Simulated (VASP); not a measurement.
Input:

```xyz
8
Lattice="-0.0090 5.4689 5.4845 5.4689 -0.0090 5.4845 2.7299 2.7299 0.0000" Properties=species:S:1:pos:R:3 pbc="T T T"
Zn     2.7299     2.7299     0.0059
Zn     5.4543     2.7355     2.7434
Zn     2.7355     5.4543     2.7434
S      1.3650     1.3650     1.3746
S      4.1681     1.2918     4.0445
S      1.2918     4.1681     4.0445
S      4.0949     4.0949     7.0034
Cd     2.7299     2.7299     5.4630
```

Calculation: PBEsol GGA, VASP's PBE PAW potentials (set 64) (plane waves; VASP). Settings: 400 eV cut-off, Gaussian smearing of 0.050 eV, potentials Zn S Cd.

Give the energies of bands 28 to 41 at the high-symmetry points, in eV from the valence-band maximum.

```json
[
 {"band": "28", "Γ": "-2.34", "Y": "-2.63", "C0": "-3.06", "Z": "-3.83", "A0": "-4.19", "T": "-4.34", "S": "-2.95", "R": "-4.18"},
 {"band": "29", "Γ": "-2.33", "Y": "-2.53", "C0": "-2.91", "Z": "-2.93", "A0": "-2.42", "T": "-2.37", "S": "-2.52", "R": "-2.64"},
 {"band": "30", "Γ": "-1.09", "Y": "-2.52", "C0": "-1.82", "Z": "-2.86", "A0": "-2.38", "T": "-2.33", "S": "-2.37", "R": "-2.58"},
 {"band": "31", "Γ": "-1.04", "Y": "-1.48", "C0": "-1.56", "Z": "-2.85", "A0": "-2.31", "T": "-2.32", "S": "-1.82", "R": "-2.46"},
 {"band": "32", "Γ": "-0.96", "Y": "-1.46", "C0": "-1.43", "Z": "-2.73", "A0": "-2.23", "T": "-2.29", "S": "-1.61", "R": "-2.30"},
 {"band": "33", "Γ": "-0.85", "Y": "-1.34", "C0": "-1.39", "Z": "-2.65", "A0": "-1.65", "T": "-1.12", "S": "-0.71", "R": "-1.83"},
 {"band": "34", "Γ": "-0.09", "Y": "-1.14", "C0": "-1.19", "Z": "-2.38", "A0": "-1.34", "T": "-0.92", "S": "-0.70", "R": "-1.82"},
 {"band": "35", "Γ": "-0.08", "Y": "-1.11", "C0": "-1.12", "Z": "-1.11", "A0": "-1.06", "T": "-0.89", "S": "-0.41", "R": "-1.53"},
 {"band": "36", "Γ": "0.00", "Y": "-0.67", "C0": "-0.46", "Z": "-0.86", "A0": "-1.03", "T": "-0.80", "S": "-0.32", "R": "-1.44"},
 {"band": "37", "Γ": "1.61", "Y": "3.95", "C0": "3.93", "Z": "4.36", "A0": "3.25", "T": "2.85", "S": "2.95", "R": "3.82"},
 {"band": "38", "Γ": "2.98", "Y": "4.03", "C0": "3.99", "Z": "4.74", "A0": "3.49", "T": "3.06", "S": "3.23", "R": "3.85"},
 {"band": "39", "Γ": "3.02", "Y": "4.16", "C0": "4.11", "Z": "5.30", "A0": "3.58", "T": "3.17", "S": "3.93", "R": "4.30"},
 {"band": "40", "Γ": "3.29", "Y": "4.41", "C0": "4.48", "Z": "5.42", "A0": "3.69", "T": "3.22", "S": "4.36", "R": "4.33"},
 {"band": "41", "Γ": "3.94", "Y": "4.44", "C0": "4.88", "Z": "5.65", "A0": "4.07", "T": "3.80", "S": "5.53", "R": "5.44"}
]
```

The gap is direct, 1.61 eV, from the valence maximum at Γ to the conduction minimum at Γ.

The structure was generated: CdZn3S4 was put into an ordered model structure (Amm2), which need not be its known phase. It was relaxed first.
